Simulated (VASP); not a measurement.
The system is Ti.

```xyz
2
Lattice="2.9500 0.0000 0.0000 -1.4750 2.5548 0.0000 0.0000 0.0000 4.6800" Properties=species:S:1:pos:R:3 pbc="T T T"
Ti    0.0000    1.7032    1.1700
Ti    1.4750    0.8516    3.5100
```

```yaml
Program: VASP 6.6.1
Task: relaxation of cell and atoms
Functional: PBE
Dispersion: D3(BJ)
Potentials_or_basis: VASP PAW PBE potentials, release 64 (Ti_sv)
Cutoff: 600 eV
k_mesh: 15 × 15 × 8
Occupations: methfessel-paxton, width 0.1 eV
Spin: no spin polarisation
```

At the start: pressure -7.4 GPa; volume 17.64 Å³/atom.

**Question.** How do energy, volume and symmetry change on relaxing?

**Answer.** Over 10 steps the energy falls by 28.7 meV/atom and the volume is 16.45 Å³/atom (-6.7 %); space group P6_3/mmc (No. 194, to 0.05 Å).

The path:
| step | energy change (eV) | largest force (eV/Å) | pressure (GPa) | volume (Å³) |
| --- | --- | --- | --- | --- |
| 1 | 0.0000 | 0.0000 | -7.36 | 35.27 |
| 2 | -0.0258 | 0.0000 | 6.49 | 31.29 |
| 3 | -0.0574 | 0.0000 | -0.05 | 32.91 |
| 4 | -0.0574 | 0.0000 | 0.11 | 32.87 |
| 5 | -0.0574 | 0.0000 | -0.01 | 32.92 |
| 6 | -0.0574 | 0.0000 | -0.13 | 32.94 |
| 7 | -0.0574 | 0.0000 | -0.20 | 32.94 |
| 8 | -0.0574 | 0.0000 | -0.19 | 32.93 |
| 9 | -0.0574 | 0.0000 | -0.08 | 32.92 |
| 10 | -0.0574 | 0.0000 | 0.01 | 32.90 |

Final structure:
```xyz
2
Lattice="2.8859 0.0000 0.0000 -1.4429 2.4993 0.0000 0.0000 0.0000 4.5609" Properties=species:S:1:pos:R:3 pbc="T T T"
Ti    0.0000    1.6662    1.1402
Ti    1.4429    0.8331    3.4207
```

Caveat: pairwise dispersion overbinds metals, which lowers pressure and volume.
